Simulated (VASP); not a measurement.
```xyz
72
Lattice="4.8683 -8.4322 0.0000 4.8683 8.4322 0.0000 0.0000 0.0000 10.5563" Properties=species:S:1:pos:R:3 pbc="T T T"
Ga     1.6216    -0.9369     2.6378
Ga     1.6218     0.9372    10.5539
Ga     1.6192    -0.9380     7.9171
Ga     1.6225     0.9353     5.2797
Ga     3.2441     1.8746     2.6427
Ga     3.2437     3.7480    10.5553
Ga     3.2437     1.8728     7.9123
Ga     3.2457     3.7466     5.2805
Ga     4.8679     4.6847     2.6392
Ga     4.8669     6.5576    10.5546
Ga     4.8659     4.6836     7.9181
Ga     4.8658     6.5584     5.2753
Ga     3.2436    -3.7474     2.6417
Ga     3.2445    -1.8737    10.5539
Ga     3.2431    -3.7496     7.9192
Ga     3.2426    -1.8719     5.2799
Ga     4.8657    -0.9354     2.6429
Ga     4.8665     0.9375    10.5516
Ga     4.8634    -0.9359     7.9127
Ga     6.4892     1.8728     2.6429
Ga     6.4902     3.7468    10.5553
Ga     6.4852     1.8711     7.9125
Ga     6.4851     3.7448     5.2805
Ga     4.8677    -6.5588     2.6405
Ga     4.8675    -4.6845     0.0019
Ga     4.8654    -6.5583     7.9171
Ga     4.8658    -4.6848     5.2769
Ga     6.4902    -3.7459     2.6420
Ga     6.4887    -1.8733    10.5558
Ga     6.4871    -3.7471     7.9187
Ga     6.4870    -1.8707     5.2806
Ga     8.1122    -0.9358     2.6394
Ga     8.1122     0.9376    10.5535
Ga     8.1108    -0.9378     7.9187
Ga     8.1075     0.9353     5.2807
N      1.6200    -0.9367     4.6254
N      1.6217     0.9371     1.9871
N      1.6208    -0.9373     9.9051
N      1.6189     0.9357     7.2668
N      3.2374     1.8772     4.6305
N      3.2437     3.7488     1.9890
N      3.2427     1.8754     9.9025
N      3.2420     3.7490     7.2681
N      4.8657     4.6838     4.6266
N      4.8660     6.5590     1.9871
N      4.8670     4.6840     9.9058
N      4.8648     6.5571     7.2657
N      3.2408    -3.7472     4.6302
N      3.2443    -1.8741     1.9876
N      3.2446    -3.7483     9.9070
N      3.2408    -1.8762     7.2675
N      4.8647    -0.9418     4.6309
N      4.8663     0.9375     1.9857
N      4.8667    -0.9378     9.9029
N      4.8638     0.9361     7.2554
N      6.4918     1.8753     4.6302
N      6.4904     3.7468     1.9888
N      6.4904     1.8738     9.9029
N      6.4885     3.7471     7.2677
N      4.8650    -6.5606     4.6290
N      4.8675    -4.6841     1.9910
N      4.8672    -6.5580     9.9054
N      4.8656    -4.6848     7.2655
N      6.4897    -3.7464     4.6298
N      6.4892    -1.8723     1.9891
N      6.4894    -3.7472     9.9068
N      6.4879    -1.8738     7.2680
N      8.1102    -0.9366     4.6266
N      8.1128     0.9381     1.9873
N      8.1125    -0.9372     9.9065
N      8.1111     0.9360     7.2681
Fe     4.8639     0.9368     5.2764
```
Cell charge -1.
Starting moments (μB, in the order of the record's atoms Ga Ga Ga Ga Ga Ga Ga Ga Ga Ga Ga Ga Ga Ga Ga Ga Ga Ga Ga Ga Ga Ga Ga Ga Ga Ga Ga Ga Ga Ga Ga Ga Ga Ga Ga N N N N N N N N N N N N N N N N N N N N N N N N N): 0.0 0.0 0.0 0.0 0.0 0.0 0.0 0.0 0.0 0.0 0.0 0.0 0.0 0.0 0.0 0.0 0.0 0.0 0.0 0.0 0.0 0.0 0.0 0.0 0.0 0.0 0.0 0.0 0.0 0.0 0.0 0.0 0.0 0.0 0.0 0.0 0.0 0.0 0.0 0.0 0.0 0.0 0.0 0.0 0.0 0.0 0.0 0.0 0.0 0.0 0.0 0.0 0.0 0.0 0.0 0.0 0.0 0.0 0.0 0.0.

Computed with HSE06 screened hybrid, VASP's PBE PAW potentials (set 64) (plane waves; VASP). Numerical set-up: PREC = Normal, LREAL = Auto, ISYM = 0, NELECT = 294.0, EDIFF = 1E-5, 400 eV cut-off, 1×1×1 Γ-centred mesh, Gaussian smearing of 0.050 eV, potentials Ga N Fe.

The cell is charged, with a uniform compensating background. The supercell is sampled at Γ alone, which is coarse: total energies, pressure and levels can be off, energies of defects by several tenths of an eV. The moments were started parallel, and other spin orders were not tried in this run.

Task: Predict the cell moment, energy per atom (σ→0).

Result: 
* **cell moment**: 6.00 μB
* **energy per atom (σ→0)**: -7.369 eV/atom

Task: Give the moment on each site (PAW-sphere projection).

Result: 
```json
[
 {"site": "Ga1", "moment (μB)": "0.01"},
 {"site": "Ga2", "moment (μB)": "0.01"},
 {"site": "Ga3", "moment (μB)": "0.01"},
 {"site": "Ga4", "moment (μB)": "0.02"},
 {"site": "Ga5", "moment (μB)": "0.02"},
 {"site": "Ga6", "moment (μB)": "0.01"},
 {"site": "Ga7", "moment (μB)": "0.02"},
 {"site": "Ga8", "moment (μB)": "0.02"},
 {"site": "Ga9", "moment (μB)": "0.01"},
 {"site": "Ga10", "moment (μB)": "0.01"},
 {"site": "Ga11", "moment (μB)": "0.01"},
 {"site": "Ga12", "moment (μB)": "0.01"},
 {"site": "Ga13", "moment (μB)": "0.01"},
 {"site": "Ga14", "moment (μB)": "0.01"},
 {"site": "Ga15", "moment (μB)": "0.01"},
 {"site": "Ga16", "moment (μB)": "0.02"},
 {"site": "Ga17", "moment (μB)": "0.02"},
 {"site": "Ga18", "moment (μB)": "0.01"},
 {"site": "Ga19", "moment (μB)": "0.02"},
 {"site": "Ga20", "moment (μB)": "0.02"},
 {"site": "Ga21", "moment (μB)": "0.01"},
 {"site": "Ga22", "moment (μB)": "0.02"},
 {"site": "Ga23", "moment (μB)": "0.02"},
 {"site": "Ga24", "moment (μB)": "0.01"},
 {"site": "Ga25", "moment (μB)": "0.01"},
 {"site": "Ga26", "moment (μB)": "0.01"},
 {"site": "Ga27", "moment (μB)": "0.01"},
 {"site": "Ga28", "moment (μB)": "0.01"},
 {"site": "Ga29", "moment (μB)": "0.01"},
 {"site": "Ga30", "moment (μB)": "0.01"},
 {"site": "Ga31", "moment (μB)": "0.02"},
 {"site": "Ga32", "moment (μB)": "0.01"},
 {"site": "Ga33", "moment (μB)": "0.01"},
 {"site": "Ga34", "moment (μB)": "0.01"},
 {"site": "Ga35", "moment (μB)": "0.02"},
 {"site": "N36", "moment (μB)": "0.01"},
 {"site": "N37", "moment (μB)": "0.01"},
 {"site": "N38", "moment (μB)": "0.01"},
 {"site": "N39", "moment (μB)": "0.01"},
 {"site": "N40", "moment (μB)": "0.13"},
 {"site": "N41", "moment (μB)": "0.01"},
 {"site": "N42", "moment (μB)": "0.01"},
 {"site": "N43", "moment (μB)": "0.01"},
 {"site": "N44", "moment (μB)": "0.01"},
 {"site": "N45", "moment (μB)": "0.01"},
 {"site": "N46", "moment (μB)": "0.01"},
 {"site": "N47", "moment (μB)": "0.01"},
 {"site": "N48", "moment (μB)": "0.03"},
 {"site": "N49", "moment (μB)": "0.01"},
 {"site": "N50", "moment (μB)": "0.01"},
 {"site": "N51", "moment (μB)": "0.01"},
 {"site": "N52", "moment (μB)": "0.13"},
 {"site": "N53", "moment (μB)": "0.01"},
 {"site": "N54", "moment (μB)": "0.01"},
 {"site": "N55", "moment (μB)": "0.12"},
 {"site": "N56", "moment (μB)": "0.13"},
 {"site": "N57", "moment (μB)": "0.01"},
 {"site": "N58", "moment (μB)": "0.01"},
 {"site": "N59", "moment (μB)": "0.01"},
 {"site": "N60", "moment (μB)": "0.03"},
 {"site": "N61", "moment (μB)": "0.01"},
 {"site": "N62", "moment (μB)": "0.01"},
 {"site": "N63", "moment (μB)": "0.01"},
 {"site": "N64", "moment (μB)": "0.03"},
 {"site": "N65", "moment (μB)": "0.01"},
 {"site": "N66", "moment (μB)": "0.01"},
 {"site": "N67", "moment (μB)": "0.01"},
 {"site": "N68", "moment (μB)": "0.01"},
 {"site": "N69", "moment (μB)": "0.01"},
 {"site": "N70", "moment (μB)": "0.01"},
 {"site": "N71", "moment (μB)": "0.01"},
 {"site": "Fe72", "moment (μB)": "4.01"}
]
```

The absolute energy has meaning only against runs of the same code, potentials and settings.

The cell is a supercell with a defect, built from GaN (wurtzite): Fe_Ga, charge -1. The cell's shape comes from a PBE relaxation.
